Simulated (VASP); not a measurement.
Here is the system:

```xyz
6
Lattice="4.3412 0.0000 0.0000 0.0000 4.3412 0.0000 0.0000 0.0000 2.7508" Properties=species:S:1:pos:R:3 pbc="T T T"
Si     0.0000     0.0000     0.0000
Si     2.1706     2.1706     1.3754
O      1.3340     1.3340     0.0000
O      3.5046     0.8366     1.3754
O      0.8366     3.5046     1.3754
O      3.0072     3.0072     0.0000
```

Computed with revPBE GGA, VASP's PBE PAW potentials (set 64) (plane waves; VASP 6.6.1). Settings: 520 eV cut-off, 5×5×8 Γ-centred mesh, Gaussian smearing of 0.050 eV, potentials Si O.

Problem. The ions and cell shape at fixed volume are relaxed. Predict the relaxed structure.

Solution. 
```xyz
6
Lattice="4.3712 0.0000 0.0000 0.0000 4.3712 0.0000 0.0000 0.0000 2.7132" Properties=species:S:1:pos:R:3 pbc="T T T"
Si     0.0000     0.0000     0.0000
Si     2.1856     2.1856     1.3566
O      1.3594     1.3594     0.0000
O      3.5449     0.8262     1.3566
O      0.8262     3.5449     1.3566
O      3.0118     3.0118     0.0000
```
Space group P4_2/mnm (136), at a tolerance of 0.03 Å.

Problem. How much energy does the relaxation gain?

Solution. The energy (σ→0) changes by -4.5 meV/atom, in 5 ionic steps.

```tsv
step	E(σ→0) (eV)	max force (eV/Å)	pressure (GPa)	volume (Å³)
1	-44.0922	0.390	-14.76	51.84
2	-44.1151	0.004	-12.63	51.84
3	-44.1160	0.093	-12.05	51.84
4	-44.1187	0.034	-11.46	51.84
5	-44.1190	0.001	-11.62	51.84
```

The compound is SiO2 in the rutile structure, stishovite, a high-pressure form. This cell is one point of a volume scan, at 1.06 of the reference volume. Symmetry was kept, so distortions that lower it aren't found.
